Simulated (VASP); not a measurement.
Runs of VASP 6.6.1 on Fe. Symmetry: Im-3m, No. 229, cubic system. Conventional cell: a = 2.886 Å, b = 2.886 Å, c = 2.886 Å, α = 90.00°, β = 90.00°, γ = 90.00°. Fe (site symmetry m-3m) is surrounded by 8 Fe at 2.50 Å. 

| task | cell | cutoff (eV) | k mesh for the DOS | occupations for the DOS | gap on the mesh (eV) | pressure (GPa) | moment (μB) |
| --- | --- | --- | --- | --- | --- | --- | --- |
| single point | Im-3m, 12.02 Å³/atom | 600 | - | - | none | -9.7 | (a) |
| band structure | Im-3m, 11.32 Å³/atom | 520 | - | - | - | 0.1 | 2.17 |
| relaxation of cell and atoms | relaxed | 600 | - | - | none | 0.1 | 2.17 |
| density of states | Im-3m, 11.32 Å³/atom | 520 | 27 × 27 × 27 | tetrahedron | - | - | 2.17 |

Alike in all rows: level PBE; potentials or basis VASP PAW PBE potentials, release 64 (Fe); spin collinear, ferromagnetic start; k mesh 18 × 18 × 18; smearing methfessel-paxton 0.1 eV.

Question: Fill in the values left out.

Answer: (a) 2.27.

Caveats: tetrahedron occupations give inexact forces and stress in metals (some runs).

A gap of «none» marks a metal or a gap under the smearing width.
